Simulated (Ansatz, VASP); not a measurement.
One calculation of SrIrO6F2, two programs

```
CELL_PARAMETERS angstrom
5.24210 0.00000 0.00000
2.58292 4.56159 0.00000
2.58292 1.50571 4.30592
ATOMIC_POSITIONS crystal
Ir 0.50000 0.50000 0.50000
O 0.72220 0.72220 0.27470
O 0.27470 0.72220 0.72220
O 0.72220 0.27470 0.72220
O 0.27780 0.27780 0.72530
O 0.27780 0.72530 0.27780
O 0.72530 0.27780 0.27780
F 0.25050 0.25050 0.25050
F 0.74950 0.74950 0.74950
Sr 0.00000 0.00000 0.00000
```

Alike in both runs: task single point; functional PBEsol; k mesh 7 × 7 × 7; no spin polarisation.

|  | VASP | Ansatz |
| --- | --- | --- |
| version | VASP 6.6.1 | Ansatz 0.2.0 |
| potentials or method | VASP PAW PBE potentials, release 64 (Ir, O, F, Sr_sv) | PAW plane waves |
| plane-wave cutoff (eV) | 520 | 420 |
| occupations | fermi-dirac, width 0.1 eV | fermi-dirac |
| valence electrons in the cell | 69 | 77 |

|  | VASP | Ansatz | Ansatz less VASP |
| --- | --- | --- | --- |
| rms of the force components (eV/Å) | 2.934 | 2.706 | -0.2282 |

Atom by atom the forces differ by 0.228 eV/Å (rms over components). The two sets of potentials don't hold the same shells in valence. Ansatz warned: «structure_snapped_to_symmetry».

Caveats: the PAW data sets were made with another functional, which shifts forces and pressure a little (VASP); an odd number of electrons without spin polarisation forces a metal; a magnetic or distorted state may lie lower. Spin-orbit coupling is left out, which matters for the levels of Ir.
